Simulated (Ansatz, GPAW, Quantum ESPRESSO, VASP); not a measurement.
**Zr2Au (I4/mmm, 3 atoms in the cell) computed with different codes at matched settings**

Self-consistent single point.

```yaml
crystal:
  lattice:
    - [-1.65018, 1.65018, 5.82547]
    - [1.65018, -1.65018, 5.82547]
    - [1.65018, 1.65018, -5.82547]
  atoms:
    - { symbol: Zr, position: [0.65970, 0.65970, 0.00000] }
    - { symbol: Zr, position: [0.34030, 0.34030, 0.00000] }
    - { symbol: Au, position: [0.00000, 0.00000, 0.00000] }
```

Shared settings, as Ansatz (a quantum-chemistry and plane-wave program) writes them: kpoints.mp_grid.grid = 10 10 10; scf.occupations.method = fermi_dirac; scf.occupations.width = 0.05 eV. Potentials and cutoffs stand in the table.

```json
[
 {"code": "VASP", "model": "LDA (PZ), VASP's LDA PAW potentials (set 64)", "pressure (GPa)": "-7.38", "largest force (eV/Å)": "0.057", "cutoff": "300 eV"},
 {"code": "Quantum ESPRESSO", "model": "LDA (PZ), GBRV 1.5 ultrasoft (LDA) pseudopotentials", "pressure (GPa)": "-7.17", "largest force (eV/Å)": "0.063", "cutoff": "40 Ry"},
 {"code": "GPAW", "model": "LDA (Perdew-Wang 92), GPAW PAW datasets LDA (gpaw-data 1.0.1)", "pressure (GPa)": "-7.29", "largest force (eV/Å)": "0.030", "cutoff": "550 eV"},
 {"code": "Ansatz", "model": "LDA (PW92), PAW files made with PBE", "pressure (GPa)": "-7.03", "largest force (eV/Å)": "0.061", "cutoff": "default"}
]
```

On Ansatz's run: spin-orbit coupling is off.

The spread over the programs that give each value: pressure within 0.35 GPa; largest force within 0.033 eV/Å.

Ansatz's pressure is given at a fixed set of plane waves, as the other plane-wave codes print theirs. The same LDA comes in different parametrisations, which differ slightly.

VASP's run is marked for a possible Pulay error in its stress at this cutoff; no cutoff test was made.

The starting cell comes from a database of computed structures (which also holds hypothetical and non-ambient phases and stackings), without a prior relaxation at this level.

Left out of this page: FLEUR (unsound by tests on forces, stress, charge or solver warnings); SIESTA (not drawn, or without a comparable value).

Keys are those of Ansatz 0.2.
